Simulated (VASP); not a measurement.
Ge:

```
Ge
1.0
     0.00000    2.82877    2.82877
     2.82877    0.00000    2.82877
     2.82877    2.82877    0.00000
Ge
2
Direct
  0.50000 0.50000 0.50000
  0.75000 0.75000 0.75000
```

```yaml
Program: VASP 6.6.1
Task: relaxation of cell and atoms
Functional: PBEsol
Potentials_or_basis: VASP PAW PBE potentials, release 64 (Ge)
Cutoff: 580 eV
k_mesh: 14 × 14 × 14
Occupations: gaussian, width 0.1 eV
Spin: no spin polarisation
```

At the start: pressure 1.6 GPa; volume 22.64 Å³/atom.

Q: Where does the relaxation end?

A: Over 3 steps the energy falls by 2.7 meV/atom and the volume is 23.17 Å³/atom (+2.4 %); space group Fd-3m (No. 227, to 0.05 Å).

The path:
| step | energy change (eV) | largest force (eV/Å) | pressure (GPa) | volume (Å³) |
| --- | --- | --- | --- | --- |
| 1 | 0.0000 | 0.0000 | 1.65 | 45.27 |
| 2 | -0.0043 | 0.0000 | -0.67 | 46.81 |
| 3 | -0.0054 | 0.0000 | 0.00 | 46.34 |

Final structure:
```
CELL_PARAMETERS angstrom
0.00000 2.85077 2.85077
2.85077 0.00000 2.85077
2.85077 2.85077 0.00000
ATOMIC_POSITIONS crystal
Ge 0.50000 0.50000 0.50000
Ge 0.75000 0.75000 0.75000
```

Caveat: the PAW data sets were made with another functional, which shifts forces and pressure a little.
